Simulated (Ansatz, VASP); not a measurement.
**Two plane-wave programs on Al2CdPt4**

Contents of INCAR:

```
PREC = Accurate ; ENCUT = 520
EDIFF = 1E-7 ; ISMEAR = 0
SIGMA = 0.2445 ; LREAL = F
LASPH = T ; NELM = 80
ALGO = Normal ; ISIF = 2
LWAVE = F ; LCHARG = T
GGA = PS ; LELF = T
LVHAR = T ; NBANDS = 38
```

File KPOINTS:

```
Automatic mesh
0
Gamma
  4 4 4
```

Contents of POSCAR:

```
Al2CdPt4
1.0
    0.0000000000      5.2536030000      0.0000000000
    5.2536030000      0.0000000000      0.0000000000
    2.6268020000      2.6268020000     -4.8721410000
Pt Cd Al
4 1 2
Direct
    0.3700000000      0.3800000000      0.7400000000
    0.6200000000      0.1100000000      0.2600000000
    0.8900000000      0.8800000000      0.7400000000
    0.1200000000      0.6300000000      0.2600000000
    0.5000000000      0.5000000000      0.0000000000
    0.7500000000      0.2500000000      0.5000000000
    0.0000000000      0.0000000000      0.0000000000
```

Input for Ansatz:

```yaml
crystal:
  lattice:
    - [0.0, 5.253603, 0.0]
    - [5.253603, 0.0, 0.0]
    - [2.626802, 2.626802, -4.872141]
  atoms:
    - { symbol: Pt, position: [0.37, 0.38, 0.74] }
    - { symbol: Pt, position: [0.62, 0.11, 0.26] }
    - { symbol: Pt, position: [0.89, 0.88, 0.74] }
    - { symbol: Pt, position: [0.12, 0.63, 0.26] }
    - { symbol: Cd, position: [0.5, 0.5, 0.0] }
    - { symbol: Al, position: [0.75, 0.25, 0.5] }
    - { symbol: Al, position: [0.0, 0.0, 0.0] }
  symmetry: { tolerance: 0.0003 }
kpoints:
  mp_grid: { grid: [4, 4, 4], shift: [0, 0, 0] }
magnetization:
  spin_polarized: false
scf:
  occupations: { method: gaussian, width: 0.2445 }
hamiltonian:
  pseudopotentials: { kind: paw }
  xc: pbesol
basis:
  ecutwfc: 420
output:
  forces: true
  stress: true
  eigenvalues: true
```

The cell was built by a generator and needn't be a form met in nature.

Alike in both runs: task single point; functional PBEsol; k mesh 4 × 4 × 4; occupations gaussian, width 0.2445 eV; no spin polarisation.

|  | VASP | Ansatz |
| --- | --- | --- |
| version | VASP 6.6.1 | Ansatz 0.2.0 |
| potentials or method | VASP PAW PBE potentials, release 64 (Pt, Cd, Al) | PAW plane waves |
| plane-wave cutoff (eV) | 520 | 420 |
| valence electrons in the cell | 58 | 98 |

Ansatz gave:

| Property | Result |
| --- | --- |
| gap on the k mesh at the Fermi level (eV) | none |
| rms of the force components (eV/Å) | 2.418 |

Problem. What did VASP give for the same quantities?

Solution. gap on the k mesh at the Fermi level (eV): none; rms of the force components (eV/Å): 2.508.

Atom by atom the forces differ by 0.105 eV/Å (rms over components). A gap of «none» marks a metal or a gap that the smearing closes. With one functional, cell and mesh, what is left measures potentials, basis and numerics. The two sets of potentials don't hold the same shells in valence.

Caveats: the PAW data sets were made with another functional, which shifts forces and pressure a little (VASP). The runs have no spin-orbit coupling, so splittings on Pt are missing.
